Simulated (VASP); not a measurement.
Data:

```yaml
crystal:
  lattice:
    - [0.00000, 2.47585, 2.47585]
    - [2.47585, 0.00000, 2.47585]
    - [2.47585, 2.47585, 0.00000]
  atoms:
    - { symbol: Y, position: [0.00000, 0.00000, 0.00000] }
    - { symbol: N, position: [0.50000, 0.50000, 0.50000] }
```

Level of theory: AM05 GGA, VASP's PBE PAW potentials (set 64) (plane waves; VASP 6.6.1). Settings: 520 eV cut-off, 9×9×9 Γ-centred mesh, Gaussian smearing of 0.050 eV, potentials Y_sv N.

Question: What does the run give for the energy per atom (σ→0), pressure?

Answer: 
The energy per atom (σ→0) is -9.283 eV/atom and the pressure is -8.71 GPa.

The compound is YN in the rock salt structure. This cell is one point of a volume scan, at 1.06 of the reference volume.
